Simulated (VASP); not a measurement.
Given:

```
BeTe
1.0
    0.00000     2.77764     2.77764
    2.77764     0.00000     2.77764
    2.77764     2.77764     0.00000
Be Te
1 1
Direct
  0.00000   0.00000   0.00000
  0.25000   0.25000   0.25000
```

Level of theory: optB88-vdW, VASP's PBE PAW potentials (set 64) (plane waves; VASP 6.6.1). Numerical set-up: 520 eV cut-off, 8×8×8 Γ-centred mesh, Gaussian smearing of 0.050 eV, potentials Be Te.

Unless said otherwise, spin-orbit coupling is left out, though it shifts the bands of the heavy elements here.

Task: Estimate the energy per atom (σ→0), pressure, band gap (on the k-mesh) with the smallest direct gap where there is one.

Result: 
band gap (on the k-mesh): 1.98 eV
smallest direct gap (on the k-mesh): 3.66 eV
energy per atom (σ→0): -2.596 eV/atom
pressure: 4.02 GPa

Total energies compare only between runs with the same potentials, cut-off and functional.

The compound is BeTe in the zinc blende structure. This cell is one point of a volume scan, at 0.94 of the reference volume.
